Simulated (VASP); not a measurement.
Consider the following.

```
CELL_PARAMETERS angstrom
      2.26130     1.30556     7.34052
     -2.26130     1.30556     7.34052
      0.00000    -2.61112     7.34052
ATOMIC_POSITIONS crystal
  Mg 0.50091 0.50091 0.50091
  Cd 0.99955 0.99955 0.99955
  Te 0.87356 0.87356 0.87356
  Te 0.37597 0.37597 0.37597
```

Level of theory: LDA (Ceperley-Alder, Perdew-Zunger), VASP's LDA PAW potentials (set 64) (plane waves; VASP). Run with 400 eV cut-off, Gaussian smearing of 0.050 eV, potentials Mg Cd Te.

Unless said otherwise, spin-orbit coupling is left out, though it shifts the bands of the heavy elements here.

Predict the band gap (along the path) with the smallest direct gap where there is one.

The band gap (along the path) is 1.31 eV and the smallest direct gap (along the path) is 1.31 eV.

The absolute energy has meaning only against runs of the same code, potentials and settings.

The structure comes from a computed database's MgCdTe2 entry (R3m); how it stands against other phases isn't given here. It was relaxed first, which changed the volume by -6 %.
